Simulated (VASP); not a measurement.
# Li3ZrN2 (P-4m2) in VASP: density of states with PBE

Aim: the density of states of Li3ZrN2 with PBE.

All numbers are computed with VASP 6.6.1; they aren't measurements. Logs are shortened: lines on timing, memory, paths and dates and some standing lists are left out, and cuts for length are marked.

### Step 1. The structure

It takes space group P-4m2 (No. 115, tetragonal). The conventional cell has a = 3.621 Å, b = 3.621 Å, c = 5.201 Å, α = 90.00°, β = 90.00°, γ = 90.00°. Li (site symmetry -4m2) is surrounded by 4 N at 2.16 Å. Li (site symmetry -4m2) is surrounded by 4 N at 2.31 Å and 6 Li at 2.56 to 2.60 Å. Li (site symmetry -4m2) is surrounded by 4 N at 2.31 Å and 4 Li at 2.56 Å and 2 Zr at 2.60 Å. Zr (site symmetry -4m2) is surrounded by 4 N at 2.16 Å. N (site symmetry 2mm) is surrounded by 6 Li at 2.16 to 2.31 Å and 2 Zr at 2.16 Å.

The cell was built by a generator and needn't be a form met in nature.

### Step 2. Density of states, PBE

POSCAR reads:

```
Li3ZrN2                                 
1.0
    3.6213815394      0.0000000000     -0.0000000000
    0.0000000000      3.6213815394      0.0000000000
   -0.0000000000      0.0000000000      5.2007457202
  Li              Zr              N             
     3     1     2
Direct
     0.5000000000000000    0.5000000000000000    0.0000000000000000
     0.5000000000000000    0.5000000000000000    0.5000000000000000
     1.0000000000000000    1.0000000000000000    0.5000000000000000
     1.0000000000000000    1.0000000000000000    0.0000000000000000
     1.0000000000000000    0.5000000000000000    0.2257062580041023
     0.5000000000000000    1.0000000000000000    0.7742937419958976
```

INCAR.step1 reads:

```
PREC     = Accurate       # precision mode
ENCUT    = 520            # plane-wave cutoff, eV
EDIFF    = 1E-6           # SCF threshold, eV
ISMEAR   = 0              # smearing method
SIGMA    = 0.1            # smearing width, eV
LREAL    = False          # projectors in reciprocal space
LASPH    = True           # aspherical terms in the spheres
NELM     = 100            # most SCF steps
ALGO     = Normal         # electronic algorithm
ISIF     = 2              # what is computed and relaxed
LWAVE    = False          # write WAVECAR
LCHARG   = True           # write CHGCAR
LMAXMIX  = 4              # l up to which the mixer works
GGA      = PE             # functional
KPAR     = 4
```

KPOINTS.step1 reads:

```
Automatic mesh
0
Gamma
  8 8 6
```

INCAR.step2 reads:

```
PREC     = Accurate       # precision mode
ENCUT    = 520            # plane-wave cutoff, eV
EDIFF    = 1E-6           # SCF threshold, eV
ISMEAR   = -5             # smearing method
SIGMA    = 0.1            # smearing width, eV
LREAL    = False          # projectors in reciprocal space
LASPH    = True           # aspherical terms in the spheres
NELM     = 100            # most SCF steps
ALGO     = Normal         # electronic algorithm
ISIF     = 2              # what is computed and relaxed
LWAVE    = False          # write WAVECAR
LCHARG   = False          # write CHGCAR
LMAXMIX  = 4              # l up to which the mixer works
GGA      = PE             # functional
LORBIT   = 11             # projections on sites
KPAR     = 4            
NEDOS    = 2001           # points of the DOS
ICHARG   = 11             # starting density
```

KPOINTS.step2 reads:

```
Automatic mesh
0
Gamma
  12 12 9
```

Potentials or basis: VASP PAW PBE potentials, release 64 (Li_sv, Zr_sv, N).

Launch:

```
> cat potpaw_PBE.64/Li_sv/POTCAR potpaw_PBE.64/Zr_sv/POTCAR potpaw_PBE.64/N/POTCAR > POTCAR
> cp INCAR.step1 INCAR
> cp KPOINTS.step1 KPOINTS
> mpirun -np 4 vasp_std > vasp.out
> cp INCAR.step2 INCAR
> cp KPOINTS.step2 KPOINTS
> mpirun -np 4 vasp_std > vasp.out
```

OUTCAR:

```text
PREC = Accurate
   ENCUT = 520
   EDIFF = 1E-6
   ISMEAR = -5
   LREAL = False
   LASPH = True
   NELM = 100
   ISIF = 2
   GGA = PE
   LORBIT = 11
   ICHARG = 11

 ion  position               nearest neighbor table
   1  0.500  0.500  0.000-   5 2.16   6 2.16   6 2.16   5 2.16   4 2.56   4 2.56   4 2.56   4 2.56
                             2 2.60   2 2.60
   2  0.500  0.500  0.500-   3 2.56   3 2.56   3 2.56   3 2.56   1 2.60   1 2.60
   3  0.000  0.000  0.500-   2 2.56   2 2.56   2 2.56   2 2.56   4 2.60   4 2.60
   4  0.000  0.000  0.000-   5 2.16   6 2.16   5 2.16   6 2.16   1 2.56   1 2.56   1 2.56   1 2.56
                             3 2.60   3 2.60
   5  0.000  0.500  0.226-   1 2.16   4 2.16   4 2.16   1 2.16
   6  0.500  0.000  0.774-   1 2.16   4 2.16   1 2.16   4 2.16

  LATTYP: Found a simple tetragonal cell.
 ALAT       =     3.6213815394
 C/A-ratio  =     1.4361220058

  Lattice vectors:

 A1 = (   3.6213815394,   0.0000000000,   0.0000000000)
 A2 = (   0.0000000000,   3.6213815394,   0.0000000000)
 A3 = (   0.0000000000,   0.0000000000,   5.2007457202)

Analysis of symmetry for initial positions (statically):
=====================================================================
 Subroutine PRICEL returns:
 Original cell was already a primitive cell.

 Routine SETGRP: Setting up the symmetry group for a
 simple tetragonal supercell.

 Subroutine GETGRP returns: Found  8 space group operations
 (whereof  8 operations were pure point group operations)
 out of a pool of 16 trial point group operations.

The static configuration has the point symmetry D_2d.

Analysis of symmetry for dynamics (positions and initial velocities):
=====================================================================
 Subroutine PRICEL returns:
 Original cell was already a primitive cell.

 Routine SETGRP: Setting up the symmetry group for a
 simple tetragonal supercell.

 Subroutine GETGRP returns: Found  8 space group operations
 (whereof  8 operations were pure point group operations)
 out of a pool of 16 trial point group operations.

The dynamic configuration has the point symmetry D_2d.

 Subroutine INISYM returns: Found  8 space group operations
 (whereof  8 operations are pure point group operations),
 and found     1 'primitive' translations

----------------------------------------------------------------------------------------

                                     Primitive cell

  volume of cell :      68.2047

  direct lattice vectors                    reciprocal lattice vectors
     3.621381539  0.000000000  0.000000000     0.276137709  0.000000000  0.000000000
     0.000000000  3.621381539  0.000000000     0.000000000  0.276137709  0.000000000
     0.000000000  0.000000000  5.200745720     0.000000000  0.000000000  0.192280118

  length of vectors
     3.621381539  3.621381539  5.200745720     0.276137709  0.276137709  0.192280118

  position of ions in fractional coordinates (direct lattice)
     0.500000000  0.500000000  0.000000000
     0.500000000  0.500000000  0.500000000
     0.000000000  0.000000000  0.500000000
     0.000000000  0.000000000  0.000000000
     0.000000000  0.500000000  0.225706258
     0.500000000  0.000000000  0.774293742

  ion indices of the primitive-cell ions
   primitive index   ion index
                 1           1
                 2           2
                 3           3
                 4           4
                 5           5
                 6           6

----------------------------------------------------------------------------------------

 KPOINTS: Automatic mesh

Automatic generation of k-mesh.
 Grid dimensions read from file:
 generate k-points for:   12   12    9

 Generating k-lattice:

  Cartesian coordinates                     Fractional coordinates (reciprocal lattice)
     0.023011476  0.000000000  0.000000000     0.083333333  0.000000000  0.000000000
     0.000000000  0.023011476  0.000000000     0.000000000  0.083333333  0.000000000
     0.000000000  0.000000000  0.021364458     0.000000000  0.000000000  0.111111111

  Length of vectors
     0.023011476  0.023011476  0.021364458

  Shift w.r.t. Gamma in fractional coordinates (k-lattice)
     0.000000000  0.000000000  0.000000000

 TETIRR: Found   1950 inequivalent tetrahedra from     7776

 Subroutine IBZKPT returns following result:
 ===========================================

 Found    140 irreducible k-points:

 Following reciprocal coordinates:
            Coordinates               Weight
  0.000000  0.000000  0.000000      1.000000
  0.083333  0.000000  0.000000      4.000000
  0.166667  0.000000  0.000000      4.000000
  0.250000  0.000000  0.000000      4.000000
  0.333333  0.000000  0.000000      4.000000
  0.416667  0.000000  0.000000      4.000000
[... 16 lines left out ...]
  0.333333  0.333333  0.000000      4.000000
  0.416667  0.333333  0.000000      8.000000
 [... further k-points ...]
   k-points           NKPTS =    140   k-points in BZ     NKDIM =    140   number of bands    NBANDS=     19
   number of dos      NEDOS =   2001   number of ions     NIONS =      6
   total plane-waves  NPLWV =  31360
   dimension x,y,z NGX =    28 NGY =   28 NGZ =   40
   dimension x,y,z NGXF=    56 NGYF=   56 NGZF=   80
   ions per type =               3   1   2
   NGX,Y,Z   is equivalent  to a cutoff of  12.85, 12.85, 12.79 a.u.
   NGXF,Y,Z  is equivalent  to a cutoff of  25.71, 25.71, 25.57 a.u.
 SYSTEM =  unknown system
   PREC   = accura    normal or accurate (medium, high low for compatibility)
   ISTART =      0    job   : 0-new  1-cont  2-samecut
   ICHARG =     11    charge: 1-file 2-atom 10-const
   ISPIN  =      1    spin polarized calculation?
   LNONCOLLINEAR =      F non collinear calculations
   LSORBIT =      F    spin-orbit coupling
   LASPH  =      T    aspherical Exc in radial PAW
   ENCUT  =  520.0 eV  38.22 Ry    6.18 a.u.   6.73  6.73  9.67*2*pi/ulx,y,z
   NELM   =    100;   NELMIN=  2; NELMDL=  0     # of ELM steps
   EDIFF  = 0.1E-05   stopping-criterion for ELM
   LREAL  =      F    real-space projection
   EDIFFG = 0.1E-04   stopping-criterion for IOM
   NSW    =      0    number of steps for IOM
   IBRION =     -1    ionic relax: 0-MD 1-quasi-New 2-CG
   NFREE  =      0    steps in history (QN), initial steepest desc. (CG)
   ISIF   =      2    stress and relaxation
   ISYM   =      2    0-nonsym 1-usesym 2-fastsym
   POTIM  = 0.5000    time-step for ionic-motion
   TEBEG  =    0.0;   TEEND  =   0.0 temperature during run
   PSTRESS=    0.0 pullay stress
   NELECT =      31.0000    total number of electrons
   NUPDOWN=      -1.0000    fix difference up-down
   EMIN   =  10.00;   EMAX   =-10.00  energy-range for DOS
   EFERMI =   0.00;   METHOD = LEGACY
   ISMEAR =    -5;   SIGMA  =   0.10  broadening in eV -4-tet -1-fermi 0-gaus
   EFERMI_NEDOS =   21; number of points for ismear=-14 and -15
   IALGO  =     38    algorithm
   IMIX   =      4    mixing-type and parameters
     AMIX     =   0.40;   BMIX     =  1.00
     AMIX_MAG =   1.60;   BMIX_MAG =  1.00
  volume/ion in A,a.u.               =      11.37        76.71
  Fermi-wavevector in a.u.,A,eV,Ry     =   1.258705  2.378608 21.556235  1.584339
  Thomas-Fermi vector in A             =   2.392301
   LORBIT       =     11    0 simple, 1 ext, 2 COOP (PROOUT), +10 PAW based schemes
   GGA     = PE    functional components
   LHFCALC =     F    Hartree Fock is set to
   AEXX    =    0.0000 exact exchange contribution
   IVDW    =     0    specifies the selected vdW correction
   LEPSILON=     F    determine dielectric tensor
   LRPA    =     F    only Hartree local field effects (RPA)
 non-spin polarized calculation
 Fermi weights with tetrahedron method with Bloechl corrections
  energy-cutoff  :      520.00
  volume of cell :       68.20
 maximum number of plane-waves:      1884
 NGX is ok and might be reduce to    28

 number of electron      30.9999979 magnetization

 Free energy of the ion-electron system (eV)
  ---------------------------------------------------
  ext. energy  EPLUGINS =         0.00000000
  ---------------------------------------------------
  free energy    TOTEN  =       -34.91082770 eV

  energy without entropy =      -34.91082770  energy(sigma->0) =      -34.91082770

 E-fermi :   6.7338     XC(G=0): -10.0963

 val. band max:        6.7126163683   @ k =   0.3333   0.3333   0.4444
 cond. band min:       6.7044764581   @ k =   0.0833   0.0000   0.2222
 fundamental gap:     -0.0081399102
 Fermi energy:         6.7338462172

 k-point     1 :       0.0000    0.0000    0.0000
  band No.  band energies     occupation
      1     -42.9539      2.00000
      2     -40.7077      2.00000
      3     -40.4078      2.00000
      4     -40.1258      2.00000
      5     -21.2048      2.00000
      6     -21.0568      2.00000
[... 11 lines left out ...]
     18       7.9923      0.00000
     19       8.4597      0.00000

 k-point     2 :       0.0833    0.0000    0.0000
  band No.  band energies     occupation
      1     -42.9525      2.00000
      2     -40.7073      2.00000
      3     -40.4081      2.00000
      4     -40.1264      2.00000
      5     -21.2035      2.00000
      6     -21.0741      2.00000
[... 11 lines left out ...]
     18       7.9657      0.00000
     19       8.4046      0.00000

 k-point     3 :       0.1667    0.0000    0.0000
  band No.  band energies     occupation
      1     -42.9487      2.00000
      2     -40.7062      2.00000
      3     -40.4089      2.00000
      4     -40.1281      2.00000
      5     -21.2025      2.00000
      6     -21.1184      2.00000
[... 434 lines left out ...]
      1     -42.9262      2.00000
      2     -40.7014      2.00000
      3     -40.4113      2.00000
      4     -40.1330      2.00000
      5     -21.2751      2.00000
      6     -21.2587      2.00000
[... 11 lines left out ...]
     18       8.5327      0.00000
     19       9.2958      0.00000

 k-point    24 :       0.4167    0.3333    0.0000
  band No.  band energies     occupation
      1     -42.9233      2.00000
      2     -40.7010      2.00000
      3     -40.4114      2.00000
      4     -40.1331      2.00000
      5     -21.3158      2.00000
      6     -21.2654      2.00000
[... 11 lines left out ...]
     18       8.4227      0.00000
     19       9.1035      0.00000

 [... further k-points ...]
[... 5 lines left out ...]
  --------------------------------------------------------------------------------------
  -------------------------------------------------------------------------------------
  Total        0.0162707      0.0162707     -0.0780784      0.0000000      0.0000000     -0.0000000
  in kB        0.3822095      0.3822095     -1.8341175      0.0000000      0.0000000     -0.0000000
  external PRESSURE =      -0.3565662 kB  Pullay stress =       0.0000000 kB

 VOLUME and BASIS-vectors are now :
 -----------------------------------------------------------------------------
  energy-cutoff  :      520.00
  volume of cell :       68.20
      direct lattice vectors                 reciprocal lattice vectors
     3.621381539  0.000000000  0.000000000     0.276137709  0.000000000  0.000000000
     0.000000000  3.621381539  0.000000000     0.000000000  0.276137709  0.000000000
     0.000000000  0.000000000  5.200745720     0.000000000  0.000000000  0.192280118

 POSITION                                       TOTAL-FORCE (eV/Angst)
 -----------------------------------------------------------------------------------
      1.81069      1.81069      0.00000         0.000000      0.000000      0.000000
      1.81069      1.81069      2.60037         0.000000     -0.000000      0.000000
      0.00000      0.00000      2.60037         0.000000     -0.000000      0.000000
      0.00000      0.00000      0.00000         0.000000     -0.000000      0.000000
      0.00000      1.81069      1.17384        -0.000000      0.000000      0.011119
      1.81069      0.00000      4.02690         0.000000     -0.000000     -0.011119
 -----------------------------------------------------------------------------------
    total drift:                               -0.000000      0.000000     -0.000000

  FREE ENERGIE OF THE ION-ELECTRON SYSTEM (eV)
  ---------------------------------------------------
  free  energy   TOTEN  =       -34.9108276975 eV

  energy  without entropy=      -34.9108276975  energy(sigma->0) =      -34.91082770

 total charge

# of ion       s       p       d       tot
------------------------------------------
    1        2.042   0.110   0.000   2.152
    2        2.018   0.054   0.000   2.072
    3        2.026   0.071   0.000   2.096
    4        2.200   6.028   1.778  10.007
    5        1.243   2.398   0.000   3.641
    6        1.243   2.398   0.000   3.641
--------------------------------------------------
tot         10.772  11.059   1.778  23.609
```

Wall time 42 s (4 MPI ranks of Intel Xeon Platinum 8375C at 2.90GHz (Ice Lake), shared host); peak memory 0.29 GiB.

What came out:

```
Valence electrons inside the program's atomic spheres : Li 2.15, 2.07, 2.10; Zr 10.01; N 3.64
```

Levels at points of the mesh, in eV from the Fermi level:
| k point | band 12 | band 13 | band 14 | band 15 | band 16 | band 17 | band 18 | band 19 |
| --- | --- | --- | --- | --- | --- | --- | --- | --- |
| (0.00, 0.00, 0.00) | -4.65 | -4.65 | -3.57 | -3.57 | -0.09 | 0.38 | 1.26 | 1.73 |
| (0.50, 0.00, 0.00) | -4.71 | -4.41 | -4.20 | -3.62 | 0.58 | 1.46 | 1.50 | 1.55 |
| (0.50, 0.50, 0.00) | -4.18 | -3.90 | -3.90 | -3.83 | -1.16 | -1.16 | 1.50 | 2.20 |

States per cell in windows of 1 eV (zero at the Fermi level; states under -8 eV left out):
```tsv
from (eV)	total	Zr4_d	N5_p	N6_p	Zr4_p	Zr4_s	Li1_p
-8.0	0.00	0.00	0.00	0.00	0.00	0.00	0.00
-7.0	0.00	0.00	0.00	0.00	0.00	0.00	0.00
-6.0	3.77	0.44	0.62	0.62	0.02	0.11	0.02
-5.0	5.78	0.78	1.16	1.16	0.09	0.05	0.05
-4.0	2.52	0.13	0.59	0.59	0.05	0.01	0.03
-3.0	0.00	0.00	0.00	0.00	0.00	0.00	0.00
-2.0	0.03	0.01	0.00	0.00	0.00	0.00	0.00
-1.0	0.98	0.32	0.04	0.04	0.02	0.00	0.01
0.0	2.53	0.89	0.14	0.14	0.02	0.02	0.03
1.0	2.94	1.27	0.21	0.21	0.03	0.02	0.03
2.0	1.51	0.58	0.15	0.15	0.01	0.01	0.01
3.0	0.00	0.00	0.00	0.00	0.00	0.00	0.00
4.0	0.00	0.00	0.00	0.00	0.00	0.00	0.00
```

Caveat: the cutoff is under 1.25 times the usual one of these potentials, so pressure, stress and relaxed cells hold a basis-set (Pulay) error; tetrahedron occupations give inexact forces and stress in metals.
